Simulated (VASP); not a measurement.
Given:

```xyz
6
Lattice="4.2593 0.0000 0.0000 0.0000 4.2593 0.0000 0.0000 0.0000 2.7223" Properties=species:S:1:pos:R:3 pbc="T T T"
Si     0.0000     0.0000     0.0000
Si     2.1297     2.1297     1.3612
O      1.3031     1.3031     2.7223
O      3.4327     0.8266     1.3612
O      0.8266     3.4327     1.3612
O      2.9562     2.9562     0.0000
```

Level of theory: SCAN meta-GGA, VASP's PBE PAW potentials (set 64) (plane waves; VASP). Run with 520 eV cut-off, 5×5×8 Γ-centred mesh, Gaussian smearing of 0.050 eV, potentials Si O.

Q: The ions and cell shape at fixed volume are relaxed. Which structure does the run end with?

A: 
```xyz
6
Lattice="4.2812 0.0000 0.0000 0.0000 4.2812 0.0000 0.0000 0.0000 2.6945" Properties=species:S:1:pos:R:3 pbc="T T T"
Si     0.0000     0.0000     0.0000
Si     2.1406     2.1406     1.3473
O      1.3227     1.3227     0.0000
O      3.4633     0.8179     1.3473
O      0.8179     3.4633     1.3473
O      2.9585     2.9585     0.0000
```
Space group P4_2/mnm (136), at a tolerance of 0.03 Å.

Q: How much energy does the relaxation gain?

A: The energy (σ→0) changes by -3.3 meV/atom, in 5 ionic steps.

The compound is SiO2 in the rutile structure, stishovite, a high-pressure form. This cell is one point of a volume scan, at 1.06 of the reference volume. Symmetry was kept, so distortions that lower it aren't found.
